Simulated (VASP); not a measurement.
Output of a VASP run:

**OUTCAR**
```
 ion  position               nearest neighbor table
   1  0.000  0.000  0.000-   2 2.36   3 2.36   2 2.36   3 2.36   3 2.36   3 2.36   2 2.36   2 2.36
                             3 2.36   3 2.36   2 2.36   2 2.36
   2  0.333  0.667  0.500-   3 1.74   3 1.74   3 1.74   1 2.36   1 2.36   1 2.36   1 2.36   1 2.36
                             1 2.36
   3  0.667  0.333  0.500-   2 1.74   2 1.74   2 1.74   1 2.36   1 2.36   1 2.36   1 2.36   1 2.36
                             1 2.36
  LATTYP: Found a hexagonal cell.
 ALAT       =     3.0156953200
 C/A-ratio  =     1.0612636780
 Subroutine PRICEL returns:
 Original cell was already a primitive cell.
 Subroutine GETGRP returns: Found 24 space group operations
The static configuration has the point symmetry D_6h.
The dynamic configuration has the point symmetry D_6h.
 Subroutine INISYM returns: Found 24 space group operations
 Subroutine IBZKPT returns following result:
 Found    114 irreducible k-points:

 Following reciprocal coordinates:
            Coordinates               Weight
  0.000000  0.000000  0.000000      1.000000
  0.083333  0.000000  0.000000      6.000000
  0.166667 -0.000000  0.000000      6.000000
  0.250000  0.000000  0.000000      6.000000
  0.333333  0.000000  0.000000      6.000000
  0.416667  0.000000  0.000000      6.000000
  0.500000  0.000000  0.000000      3.000000
  0.083333  0.083333  0.000000      6.000000
  0.166667  0.083333  0.000000     12.000000
  0.250000  0.083333  0.000000     12.000000
  0.333333  0.083333  0.000000     12.000000
  0.416667  0.083333  0.000000     12.000000
  0.166667  0.166667  0.000000      6.000000
  0.250000  0.166667  0.000000     12.000000
  0.333333  0.166667  0.000000     12.000000
  0.416667  0.166667  0.000000      6.000000
  0.250000  0.250000  0.000000      6.000000
  0.333333  0.250000  0.000000     12.000000
  0.333333  0.333333  0.000000      2.000000
  0.000000  0.000000  0.100000      2.000000
  0.083333  0.000000  0.100000     12.000000
  0.166667 -0.000000  0.100000     12.000000
  0.250000  0.000000  0.100000     12.000000
  0.333333  0.000000  0.100000     12.000000
  0.416667  0.000000  0.100000     12.000000
  0.500000  0.000000  0.100000      6.000000
  0.083333  0.083333  0.100000     12.000000
  0.166667  0.083333  0.100000     24.000000
  0.250000  0.083333  0.100000     24.000000
  0.333333  0.083333  0.100000     24.000000
  0.416667  0.083333  0.100000     24.000000
  0.166667  0.166667  0.100000     12.000000
  0.250000  0.166667  0.100000     24.000000
  0.333333  0.166667  0.100000     24.000000
  0.416667  0.166667  0.100000     12.000000
  0.250000  0.250000  0.100000     12.000000
  0.333333  0.250000  0.100000     24.000000
  0.333333  0.333333  0.100000      4.000000
  0.000000  0.000000  0.200000      2.000000
  0.083333  0.000000  0.200000     12.000000
   k-points           NKPTS =    114   k-points in BZ     NKDIM =    114   number of bands    NBANDS=     13
   number of dos      NEDOS =    301   number of ions     NIONS =      3
   total plane-waves  NPLWV =  16128
   dimension x,y,z NGX =    24 NGY =   24 NGZ =   28
   dimension x,y,z NGXF=    48 NGYF=   48 NGZF=   56
   ions per type =               1   2
   PREC   = accura    normal or accurate (medium, high low for compatibility)
   ISTART =      0    job   : 0-new  1-cont  2-samecut
   ICHARG =      2    charge: 1-file 2-atom 10-const
   ISPIN  =      1    spin polarized calculation?
   LNONCOLLINEAR =      F non collinear calculations
   LSORBIT =      F    spin-orbit coupling
   INIWAV =      1    electr: 0-lowe 1-rand  2-diag
   ENCUT  =  620.0 eV  45.57 Ry    6.75 a.u.   6.12  6.12  6.50*2*pi/ulx,y,z
   NELM   =    100;   NELMIN=  2; NELMDL= -5     # of ELM steps
   EDIFF  = 0.1E-05   stopping-criterion for ELM
   LREAL  =      F    real-space projection
   NLSPLINE    = F    spline interpolate recip. space projectors
   LMAXMIX     =    4 max onsite mixed and CHGCAR
...
```

**OSZICAR**
```
...
DAV:   6    -0.243841407856E+02    0.52102E+01   -0.26078E+01  3959   0.601E+01    0.394E+00
DAV:   7    -0.244209536256E+02   -0.36813E-01   -0.16372E+00  3309   0.152E+01    0.342E+00
DAV:   8    -0.244310550513E+02   -0.10101E-01   -0.16043E-01  4319   0.365E+00    0.724E-01
DAV:   9    -0.244248557446E+02    0.61993E-02   -0.65731E-02  4006   0.344E+00    0.290E-01
DAV:  10    -0.244241172212E+02    0.73852E-03   -0.51774E-03  3716   0.102E+00    0.682E-02
DAV:  11    -0.244241178072E+02   -0.58601E-06   -0.31069E-04  4193   0.235E-01    0.555E-02
DAV:  12    -0.244240981251E+02    0.19682E-04   -0.13248E-04  3816   0.159E-01    0.954E-03
DAV:  13    -0.244240974519E+02    0.67326E-06   -0.10877E-05  3640   0.442E-02    0.251E-03
DAV:  14    -0.244240974519E+02   -0.39790E-10   -0.25913E-07  1692   0.693E-03
   1 F= -.22850818E+02 E0= -.22850578E+02  d E =-.228508E+02
       N       E                     dE             d eps       ncg     rms          rms(c)
DAV:   1    -0.246408833572E+02   -0.21679E+00   -0.61910E+00  3194   0.387E+01    0.506E+00
DAV:   2    -0.243744266579E+02    0.26646E+00   -0.13478E+00  3585   0.175E+01    0.961E-01
DAV:   3    -0.243543792190E+02    0.20047E-01   -0.95934E-02  3809   0.354E+00    0.381E-01
DAV:   4    -0.243567821717E+02   -0.24030E-02   -0.36227E-02  3796   0.146E+00    0.256E-01
DAV:   5    -0.243607485560E+02   -0.39664E-02   -0.56303E-03  4167   0.648E-01    0.471E-02
DAV:   6    -0.243613677632E+02   -0.61921E-03   -0.17549E-03  4145   0.230E-01    0.492E-02
DAV:   7    -0.243614496616E+02   -0.81898E-04   -0.60278E-04  3811   0.245E-01    0.899E-02
DAV:   8    -0.243614822022E+02   -0.32541E-04   -0.21548E-04  3299   0.194E-01    0.910E-03
DAV:   9    -0.243614872140E+02   -0.50118E-05   -0.85869E-06  3403   0.316E-02    0.709E-03
DAV:  10    -0.243614870679E+02    0.14607E-06   -0.14847E-06  2312   0.105E-02
   2 F= -.22848240E+02 E0= -.22847994E+02  d E =0.257886E-02
       N       E                     dE             d eps       ncg     rms          rms(c)
DAV:   1    -0.244877046450E+02   -0.12622E+00   -0.18160E+00  3249   0.214E+01    0.286E+00
DAV:   2    -0.244094433008E+02    0.78261E-01   -0.50852E-01  3544   0.103E+01    0.555E-01
DAV:   3    -0.244008774522E+02    0.85658E-02   -0.40112E-02  3860   0.245E+00    0.194E-01
DAV:   4    -0.244018152441E+02   -0.93779E-03   -0.10792E-02  3673   0.728E-01    0.129E-01
DAV:   5    -0.244030456827E+02   -0.12304E-02   -0.17117E-03  4478   0.285E-01    0.772E-02
DAV:   6    -0.244032799461E+02   -0.23426E-03   -0.50926E-04  4142   0.161E-01    0.323E-02
DAV:   7    -0.244032975201E+02   -0.17574E-04   -0.56052E-05  4082   0.572E-02    0.221E-02
DAV:   8    -0.244033055921E+02   -0.80720E-05   -0.54271E-05  3848   0.732E-02    0.115E-02
DAV:   9    -0.244033065972E+02   -0.10051E-05   -0.67743E-06  3029   0.315E-02    0.345E-03
DAV:  10    -0.244033068059E+02   -0.20869E-06   -0.20971E-07  1527   0.546E-03
   3 F= -.22858136E+02 E0= -.22857893E+02  d E =-.731702E-02
       N       E                     dE             d eps       ncg     rms          rms(c)
DAV:   1    -0.244032450727E+02    0.61524E-04   -0.15573E-02  3219   0.202E+00    0.127E-01
DAV:   2    -0.244030837972E+02    0.16128E-03   -0.74732E-04  2979   0.280E-01    0.711E-02
DAV:   3    -0.244029968717E+02    0.86926E-04   -0.15102E-04  3751   0.153E-01    0.925E-03
DAV:   4    -0.244029972651E+02   -0.39336E-06   -0.91365E-06  3032   0.357E-02
   4 F= -.22858288E+02 E0= -.22858043E+02  d E =-.152166E-03
```

OUTCAR:
```
------------------------ aborting loop because EDIFF is reached ----------------------------------------
  FORCE on cell =-STRESS in cart. coord.  units (eV):
  Direction    XX          YY          ZZ          XY          YZ          ZX
  --------------------------------------------------------------------------------------
  Total        1.5456464      1.5456465      1.5278315      0.0000000      0.0000000      0.0000000
  in kB      100.0606486    100.0606508     98.9073598      0.0000000      0.0000000      0.0000000
  external PRESSURE =      -0.3237803 kB  Pullay stress =     100.0000000 kB
  volume of cell :       24.75
      direct lattice vectors                 reciprocal lattice vectors
     1.499962072 -2.598010547 -0.000000000     0.333341762 -0.192454954  0.000000000
     1.499962072  2.598010547  0.000000000     0.333341762  0.192454954 -0.000000000
    -0.000000000  0.000000000  3.175457034     0.000000000 -0.000000000  0.314915299
 POSITION                                       TOTAL-FORCE (eV/Angst)
 -----------------------------------------------------------------------------------
      2.99992      0.00000     -0.00000         0.000000      0.000000     -0.000000
      1.49996      0.86601      1.58773        -0.000000      0.000000      0.000000
      1.49996     -0.86601      1.58773        -0.000000     -0.000000     -0.000000
 -----------------------------------------------------------------------------------
    total drift:                               -0.000000     -0.000000     -0.000000
  FREE ENERGIE OF THE ION-ELECTRON SYSTEM (eV)
  ---------------------------------------------------
  free  energy   TOTEN  =       -24.4029972651 eV

  energy  without entropy=      -24.4022620954  energy(sigma->0) =      -24.40275221
  enthalpy is  TOTEN    =       -22.8582876790 eV   P V=        1.5447095860

 reached required accuracy - stopping structural energy minimisation
```
(Selected blocks of OUTCAR.)

POSCAR:
```
TiB2
1
    1.5078476483    -2.6116687640     0.0000000000
    1.5078476483     2.6116687640     0.0000000000
    0.0000000000     0.0000000000     3.2004479070
Ti B
1 2
Direct
  0.0000000000   0.0000000000   0.0000000000
  0.3333330000   0.6666670000   0.5000000000
  0.6666670000   0.3333330000   0.5000000000
```

Task: Write an INCAR and KPOINTS that could have produced this output.

Result: One answer among several that fit: the input of the run itself, PBE GGA, plane waves, VASP's PBE PAW potentials (set 64).

File KPOINTS:
```
Automatic
0
G
 12 12 10
```

INCAR:
```
SYSTEM = TiB2
PREC = Accurate; ENCUT = 620; LREAL = F
LASPH = T
EDIFF = 1E-6; NELM = 100; ALGO = Normal
LMAXMIX = 4
ISMEAR = 1; SIGMA = 0.1
GGA = PE
IBRION = 2; NSW = 40; ISIF = 3
EDIFFG = -0.02; PSTRESS = 100
LWAVE = F; LCHARG = F
```

POTCAR, in this order: Ti_sv B (PBE.64 set). Program: vasp_std.

The compound is TiB2 in the AlB2 type structure. This run relaxes it under an external pressure of 10 GPa. Symmetry was kept, so distortions that lower it aren't found.
